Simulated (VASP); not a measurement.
Consider the following.

```
CELL_PARAMETERS angstrom
      0.00000     2.38574     2.38574
      2.38574     0.00000     2.38574
      2.38574     2.38574     0.00000
ATOMIC_POSITIONS crystal
  Ca 0.00000 0.00000 0.00000
  O  0.50000 0.50000 0.50000
```

Level of theory: TPSS meta-GGA, VASP's PBE PAW potentials (set 64) (plane waves; VASP). Numerical set-up: 520 eV cut-off, 9×9×9 Γ-centred mesh, Gaussian smearing of 0.050 eV, potentials Ca_sv O.

What does the run give for the energy per atom (σ→0), pressure?

- energy per atom (σ→0) = -10.890 eV/atom
- pressure = 36.1 kbar

The compound is CaO in the rock salt structure. This cell is one point of a volume scan, at 0.97 of the reference volume.
